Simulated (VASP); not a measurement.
Calculation: PBE GGA, VASP's PBE PAW potentials (set 64) (plane waves; VASP).

VASP input:

KPOINTS:
```
K-points
0
G
  11 11 11
0 0 0
```

**POSCAR**
```
MgS
1
    0.0000000000     2.5945030000     2.5945030000
    2.5945030000     0.0000000000     2.5945030000
    2.5945030000     2.5945030000     0.0000000000
Mg S
1 1
Direct
  0.0000000000   0.0000000000   0.0000000000
  0.5000000000   0.5000000000   0.5000000000
```

INCAR:
```
# general
SYSTEM=MgS
PREC  =Accurate
ENCUT =300
LREAL =.FALSE.
LASPH =.TRUE.

# electronic loop
EDIFF =1E-6
NELM  =100
ALGO  =Normal

# smearing
ISMEAR=0
SIGMA =0.05

# functional
GGA   =PE

# ions
ISIF  =2

# output
LWAVE =.FALSE.
LCHARG=.FALSE.
```

POTCAR, in this order: Mg S (PBE.64 set). Program: vasp_std.

Task: What will the output report for the number of irreducible k-points (NKPTS), largest plane-wave count, number of space-group operations, FFT grid (NGX, NGY, NGZ)?

Result: 
```yaml
number of irreducible k-points (NKPTS): 56
largest_plane_wave_count: 428
number_of_space_group_operations: 48
FFT grid (NGX, NGY, NGZ): 24 × 24 × 24
```

The structure comes from a computed database's MgS entry; how it stands against other phases isn't given here. The cell was not relaxed at this level.
